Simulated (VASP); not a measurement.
A convergence study with VASP on BeS (zinc blende): one setting is varied, all else stays as given below, so the limit is that of these other settings. ε∞ is the independent-particle value.

```
CELL_PARAMETERS angstrom
      0.00000     2.43500     2.43500
      2.43500     0.00000     2.43500
      2.43500     2.43500     0.00000
ATOMIC_POSITIONS crystal
  Be 0.00000 0.00000 0.00000
  S  0.25000 0.25000 0.25000
```

These are PBE GGA, VASP's PBE PAW potentials (set 64) (plane waves; VASP) values and carry that method's errors. The tightest run used: 550 eV cut-off, 8×8×8 Γ-centred mesh, Gaussian smearing of 0.050 eV, potentials Be S.

Task: The settings run are NBANDS = 5; NBANDS = 6; NBANDS = 8; NBANDS = 12; NBANDS = 20; NBANDS = 36; NBANDS = 68; NBANDS = 132. From which on does the mean ε∞ stay within 0.3  of the tightest run?

Result: From NBANDS = 8 on: it is off by 0.23 there and by no more than 0.3 in any finer run, while NBANDS = 6 is off by 1.06.
| setting | mean ε∞ | bands | difference judged () |
|---|---|---|---|
| NBANDS = 5 | 3.62 | 5 | 2.13 |
| NBANDS = 6 | 4.70 | 6 | 1.06 |
| NBANDS = 8 | 5.53 | 8 | 0.23 |
| NBANDS = 12 | 5.73 | 12 | 0.02 |
| NBANDS = 20 | 5.75 | 20 | 0.00 |
| NBANDS = 36 | 5.76 | 36 | 0.00 |
| NBANDS = 68 | 5.76 | 68 | 0.00 |
| NBANDS = 132 | 5.75 | 132 | 0.00 |

Left out are rungs that failed or repeat a setting and relaxations that didn't move; long series are thinned to 24 rows.

The compound is BeS in the zinc blende structure. The cell was not relaxed at this level.
